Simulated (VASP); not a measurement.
Computed with PBE GGA, VASP's PBE PAW potentials (set 64) (plane waves; VASP).

VASP ran on this input.

**KPOINTS**
```
K-points
0
Gamma
  8 8 8
0 0 0
```

**POSCAR**
```
CuI
1
    0.0000000000     3.0403566484     3.0403566484
    3.0403566484    -0.0000000000     3.0403566484
    3.0403566484     3.0403566484     0.0000000000
Cu I
1 1
Direct
  1.0000000000   0.0000000000   0.0000000000
  0.2500000000   0.2500000000   0.2500000000
```

### INCAR
```
ALGO = Normal
EDIFF = 1E-7
ENCUT = 520
GGA = PE
ISIF = 2
ISMEAR = -5
LASPH = T
LCHARG = T
LMAXMIX = 4
LORBIT = 11
LREAL = F
LWAVE = F
NEDOS = 601
NELM = 100
PREC = Accurate
SYSTEM = CuI
```

POTCAR, in this order: Cu I (PBE.64 set). Program: vasp_std.

The resulting files:

OUTCAR:
```
 ion  position               nearest neighbor table
   1  0.000  0.000  0.000-   2 2.63   2 2.63   2 2.63   2 2.63
   2  0.250  0.250  0.250-   1 2.63   1 2.63   1 2.63   1 2.63
  LATTYP: Found a face centered cubic cell.
 ALAT       =     6.0807132968
 Subroutine PRICEL returns:
 Original cell was already a primitive cell.
 Subroutine GETGRP returns: Found 24 space group operations
The static configuration has the point symmetry T_d .
The dynamic configuration has the point symmetry T_d .
 Subroutine INISYM returns: Found 24 space group operations
 Subroutine IBZKPT returns following result:
 Found     29 irreducible k-points:

 Following reciprocal coordinates:
            Coordinates               Weight
  0.000000  0.000000  0.000000      1.000000
  0.125000  0.000000  0.000000      8.000000
  0.250000  0.000000  0.000000      8.000000
  0.375000  0.000000  0.000000      8.000000
  0.500000  0.000000  0.000000      4.000000
  0.125000  0.125000  0.000000      6.000000
  0.250000  0.125000  0.000000     24.000000
  0.375000  0.125000  0.000000     24.000000
  0.500000  0.125000  0.000000     24.000000
 -0.375000  0.125000  0.000000     24.000000
 -0.250000  0.125000  0.000000     24.000000
 -0.125000  0.125000  0.000000     12.000000
  0.250000  0.250000  0.000000      6.000000
  0.375000  0.250000  0.000000     24.000000
  0.500000  0.250000  0.000000     24.000000
 -0.375000  0.250000  0.000000     24.000000
 -0.250000  0.250000  0.000000     12.000000
  0.375000  0.375000  0.000000      6.000000
  0.500000  0.375000  0.000000     24.000000
 -0.375000  0.375000  0.000000     12.000000
  0.500000  0.500000  0.000000      3.000000
  0.375000  0.250000  0.125000     24.000000
  0.500000  0.250000  0.125000     48.000000
 -0.375000  0.250000  0.125000     24.000000
...
```

OSZICAR:
```
       N       E                     dE             d eps       ncg     rms          rms(c)
DAV:   1     0.106129865080E+03    0.10613E+03   -0.79445E+03   754   0.147E+03
DAV:   2     0.212537880507E+01   -0.10400E+03   -0.97516E+02   754   0.265E+02
DAV:   3    -0.550541007410E+01   -0.76308E+01   -0.75066E+01  1027   0.836E+01
DAV:   4    -0.576571264415E+01   -0.26030E+00   -0.26015E+00   938   0.136E+01
DAV:   5    -0.577476246028E+01   -0.90498E-02   -0.90496E-02  1108   0.266E+00    0.519E+00
DAV:   6    -0.569966214884E+01    0.75100E-01   -0.34162E+00   798   0.528E+01    0.337E+00
DAV:   7    -0.556262873284E+01    0.13703E+00   -0.76873E-01   819   0.313E+01    0.168E+00
DAV:   8    -0.556536245582E+01   -0.27337E-02   -0.48391E-02  1063   0.373E+00    0.472E-01
DAV:   9    -0.556239827511E+01    0.29642E-02   -0.14998E-02   962   0.384E+00    0.141E-01
DAV:  10    -0.556256134330E+01   -0.16307E-03   -0.69358E-04   899   0.256E-01    0.639E-02
DAV:  11    -0.556260157930E+01   -0.40236E-04   -0.38606E-04   944   0.598E-01    0.318E-02
DAV:  12    -0.556259925397E+01    0.23253E-05   -0.33561E-05  1171   0.117E-01    0.271E-02
DAV:  13    -0.556259801807E+01    0.12359E-05   -0.21755E-06  1171   0.331E-02    0.157E-02
DAV:  14    -0.556259741091E+01    0.60716E-06   -0.83956E-06  1022   0.919E-02    0.311E-03
DAV:  15    -0.556259777545E+01   -0.36454E-06   -0.12715E-06   819   0.923E-03    0.483E-03
DAV:  16    -0.556259772187E+01    0.53584E-07   -0.40633E-08   497   0.311E-03
   1 F= -.55625977E+01 E0= -.55625977E+01  d E =0.000000E+00
```

File OUTCAR:
```
------------------------ aborting loop because EDIFF is reached ----------------------------------------
  FORCE on cell =-STRESS in cart. coord.  units (eV):
  Direction    XX          YY          ZZ          XY          YZ          ZX
  --------------------------------------------------------------------------------------
  Total        0.0006025      0.0006025      0.0006025      0.0000000      0.0000000     -0.0000000
  in kB        0.0171729      0.0171729      0.0171729      0.0000000      0.0000000     -0.0000000
  external PRESSURE =       0.0171729 kB  Pullay stress =       0.0000000 kB
  volume of cell :       56.21
      direct lattice vectors                 reciprocal lattice vectors
     0.000000000  3.040356648  3.040356648    -0.164454391  0.164454391  0.164454391
     3.040356648  0.000000000  3.040356648     0.164454391 -0.164454391  0.164454391
     3.040356648  3.040356648  0.000000000     0.164454391  0.164454391 -0.164454391
  FREE ENERGIE OF THE ION-ELECTRON SYSTEM (eV)
  ---------------------------------------------------
  free  energy   TOTEN  =        -5.5625977219 eV

  energy  without entropy=       -5.5625977219  energy(sigma->0) =       -5.56259772

 total charge

# of ion       s       p       d       tot
------------------------------------------
    1        0.324   0.256   9.334   9.914
    2        1.493   2.759   0.052   4.304
--------------------------------------------------
tot          1.817   3.014   9.387  14.218
```
(Selected blocks of OUTCAR.)

### OUTCAR
```
 val. band max:        4.3363174271   @ k =   0.0000   0.0000   0.0000

 cond. band min:       5.4569228405   @ k =   0.0000   0.0000   0.0000


 Fermi energy:         4.3792027724

 k-point     1 :       0.0000    0.0000    0.0000
  band No.  band energies     occupation
      1      -9.6283      2.00000
      2       0.7368      2.00000
      3       0.7368      2.00000
      4       0.7368      2.00000
      5       2.5211      2.00000
      6       2.5211      2.00000
      7       4.3363      2.00000
      8       4.3363      2.00000
      9       4.3363      2.00000
     10       5.4569      0.00000
     11       9.2173      0.00000
     12       9.2173      0.00000
     13       9.2173      0.00000

 k-point     2 :       0.1250    0.0000    0.0000
  band No.  band energies     occupation
      1      -9.5574      2.00000
      2       0.4416      2.00000
      3       0.7421      2.00000
      4       0.7421      2.00000
      5       2.5152      2.00000
      6       2.5152      2.00000
      7       3.7274      2.00000
      8       4.2233      2.00000
      9       4.2233      2.00000
     10       6.1461      0.00000
     11       9.1221      0.00000
     12       9.4314      0.00000
     13       9.4314      0.00000

 k-point     3 :       0.2500    0.0000    0.0000
  band No.  band energies     occupation
      1      -9.3761      2.00000
      2      -0.2548      2.00000
      3       0.7519      2.00000
      4       0.7519      2.00000
      5       2.5124      2.00000
      6       2.5124      2.00000
      7       3.0871      2.00000
      8       3.9738      2.00000
      9       3.9738      2.00000
     10       6.5952      0.00000
     11       9.7631      0.00000
     12       9.7631      0.00000
     13       9.7926      0.00000

 k-point     4 :       0.3750    0.0000    0.0000
  band No.  band energies     occupation
      1      -9.1776      2.00000
      2      -0.9222      2.00000
      3       0.7570      2.00000
...
```

Unless said otherwise, spin-orbit coupling is left out, though it shifts the bands of the heavy elements here.

The compound is CuI in the zinc blende structure. It was relaxed first.
